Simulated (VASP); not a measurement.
All values below come from PBE GGA, VASP's PBE PAW potentials (set 64) (plane waves; VASP 6.6.1).

The input files of a VASP run:

### POSCAR
```
Sb
1
    3.9573420000    -2.1550000000     0.0000000000
    3.9573420000     2.1550000000     0.0000000000
    2.7838200000     0.0000000000     3.5432930000
Sb
2
Direct
  0.2335000000   0.2335000000   0.2335000000
  0.7665000000   0.7665000000   0.7665000000
```

### INCAR
```
! general
SYSTEM    =  Sb
PREC      =  Accurate
ENCUT     =  300
LREAL     =  .FALSE.
LASPH     =  .TRUE.

! electronic loop
EDIFF     =  1E-8
NELM      =  100
ALGO      =  Normal
LMAXMIX   =  4

! smearing
ISMEAR    =  -1
SIGMA     =  0.1

! functional
GGA       =  PE

! ions
IBRION    =  8
NSW       =  1
ISIF      =  2

! output
LWAVE     =  .FALSE.
LCHARG    =  .FALSE.

! other
LEPSILON  =  .FALSE.
```

File KPOINTS:
```
Automatic mesh
0
gamma
7 7 7
```

POTCAR, in this order: Sb (PBE.64 set). Program: vasp_std.

Task: Predict the energy per atom (σ→0), pressure, largest force.

Result: 
```json
{
  "energy per atom (σ→0)": "-4.134 eV/atom",
  "pressure": "27.5 kbar",
  "largest_force": "0.208 eV/Å"
}
```

**OSZICAR**
```
...
RMM:   5    -0.248535552595E-01   -0.13928E-04   -0.19739E-06  2941   0.750E-03    0.253E-03
RMM:   6    -0.248568508667E-01   -0.32956E-05   -0.31101E-06  2981   0.152E-03    0.751E-04
RMM:   7    -0.248562585784E-01    0.59229E-06   -0.35136E-07  2948   0.473E-04    0.192E-04
RMM:   8    -0.248563682743E-01   -0.10970E-06   -0.18444E-07  2998   0.152E-04    0.503E-05
RMM:   9    -0.248563487779E-01    0.19496E-07   -0.38862E-08  3018   0.356E-05    0.159E-05
RMM:  10    -0.248563651667E-01   -0.16389E-07   -0.12815E-08  2932   0.287E-05    0.445E-06
RMM:  11    -0.248563662959E-01   -0.11292E-08   -0.11425E-08  3008   0.445E-06    0.362E-06
 Linear response finished
```

The structure is a typed Sb crystal (R-3m). The cell was not relaxed at this level. The run is one of a series of settings (EDIFF = 1E-8, IBRION = 8, LEPSILON = .FALSE., NSW = 1 against the base run), some of them coarse on purpose.
